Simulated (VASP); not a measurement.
A VASP calculation is set up with these files.

**INCAR**
```
ISMEAR=-1   ! Fermi-Dirac
LASPH=T
LMAXMIX=6   ! l cut-off of mixed one-centre charges
PREC=Accurate
LREAL=F
IBRION=2
NELM=100   ! most electronic steps
ALGO=Normal   ! blocked Davidson
ISIF=3   ! ions, shape and volume
ENCUT=300
SYSTEM=PtS2
SIGMA=0.05
EDIFFG=-0.01   ! ionic stop
LCHARG=F
LWAVE=F
GGA=PE
NSW=50   ! most ionic steps
EDIFF=1E-6
```

KPOINTS:
```
Automatic mesh
0
Gamma
6 6 3
0 0 0
```

### POSCAR
```
PtS2
1.0
  3.5047360000   0.0000000000   0.0000000000
 -1.7523680000   3.0351900000   0.0000000000
  0.0000000000   0.0000000000   5.5276660000
Pt S
1 2
Direct
  0.0000000000   0.0000000000   0.0000000000
  0.6666670000   0.3333330000   0.7796600000
  0.3333330000   0.6666670000   0.2203400000
```

POTCAR, in this order: Pt S (PBE.64 set). Program: vasp_std.

Task: Translate this PBE calculation to Ansatz.

Result: One equivalent input (not run):
Ansatz 0.2 input:
```yaml
crystal:
  lattice:
    - [3.5047360, 0.0000000, 0.0000000]
    - [-1.7523680, 3.0351900, 0.0000000]
    - [0.0000000, 0.0000000, 5.5276660]
  atoms:
    - { symbol: Pt, position: [0.0000000, 0.0000000, 0.0000000] }
    - { symbol: S, position: [0.6666670, 0.3333330, 0.7796600] }
    - { symbol: S, position: [0.3333330, 0.6666670, 0.2203400] }
kpoints:
  mp_grid: { grid: [6, 6, 3] }
hamiltonian:
  xc: pbe
  pseudopotentials: { kind: paw }
scf:
  occupations: { method: fermi_dirac, width: 0.05 }
  max_iter: 100
relax:
  max_steps: 50
  f_tol: 0.01
  cell: {}
output: { forces: true, stress: true, eigenvalues: true }
```
The two are equivalent in intent, not identical: each code has its own PAW files, so the cut-off isn't converted (ENCUT is set for VASP's; basis.ecutwfc is left out, and Ansatz then takes the one that its files recommend); Ansatz stops its SCF on the density residual and VASP on the energy change (EDIFF).

The structure comes from a computed database's PtS2 entry; how it stands against other phases isn't given here. This run relaxes it. Symmetry was kept, so distortions that lower it aren't found. The run is one of a series of settings (EDIFFG = -0.01, IBRION = 2, ISIF = 3, NSW = 50 against the base run), some of them coarse on purpose.
